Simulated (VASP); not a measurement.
Write the native input for VASP 6.6.1 that does the following.

```yaml
Task: relaxation of cell and atoms
Functional: PBE
Potentials_or_basis: VASP PAW PBE potentials, release 64 (Be, Cd, O)
Cutoff: 520 eV
k_mesh: 5 × 5 × 3
Occupations: gaussian, width 0.15 eV
Spin: no spin polarisation
Further_INCAR_settings: PREC = Normal; ALGO = Fast; EDIFF = 0.0001; IBRION = 2; EDIFFG = -0.08; NSW = 24; ISIF = 3
```

The structure of BeCdO2 lies in POSCAR:

```
BeCdO2
1.0
    3.4095164800      0.0000000000      0.0000000000
   -1.7047582400      2.9527278800      0.0000000000
    0.0000000000      0.0000000000      6.0348560800
Be Cd O
1 1 2
Direct
    0.0000000000      0.0000000000      0.0000000000
    0.0000000000      0.0000000000      0.5000000000
    0.3333333300      0.6666666700      0.1775536600
    0.3333333300      0.6666666700      0.8224463400
```

The cell was built by a generator and needn't be a form met in nature.

These files were run (other wordings do the same):

INCAR

```
SYSTEM = BeCdO2
PREC = Normal
ENCUT = 520
EDIFF = 1E-4
ISMEAR = 0
SIGMA = 0.15
LREAL = .FALSE.
LASPH = .TRUE.
NELM = 60
ALGO = Fast
ISIF = 3
LWAVE = .FALSE.
LCHARG = .FALSE.
GGA = PE
IBRION = 2
NSW = 24
EDIFFG = -0.08
KPAR = 4
```

KPOINTS

```
regular mesh
0
G
  5 5 3
  0 0 0
```

Potentials or basis: VASP PAW PBE potentials, release 64 (Be, Cd, O).

The run is started by

```bash
$ cat potpaw_PBE.64/Be/POTCAR potpaw_PBE.64/Cd/POTCAR potpaw_PBE.64/O/POTCAR > POTCAR
$ mpirun -np 4 vasp_std > vasp.out
```

Results of the run:

The relaxed volume is 10.10 Å³/atom. The relaxed cell is a = 2.889 Å, b = 2.889 Å, c = 5.587 Å, α = 90.00°, β = 90.00°, γ = 120.00°, the space group after relaxing (to 0.05 Å) is P-6m2 (No. 187) and the energy gained by relaxing is 674.7 meV/atom. The ionic steps are 9, the pressure after relaxing is -1.0 GPa and the largest force after relaxing is 0.017 eV/Å. The band gap on the k mesh is none (metal or under the smearing width).

Caveat: the k mesh is coarse (spacing up to 0.43 Å⁻¹), so the values aren't converged; the volume moved by over 15 % at a fixed basis, so the end points are rough; the relaxation stopped at a loose force limit of 0.08 eV/Å, so its end isn't a converged minimum.

It took 20 s on 4 MPI ranks on Intel(R) Xeon(R) Platinum 8488C (Sapphire Rapids), on a shared host, peak memory 0.14 GiB a rank.
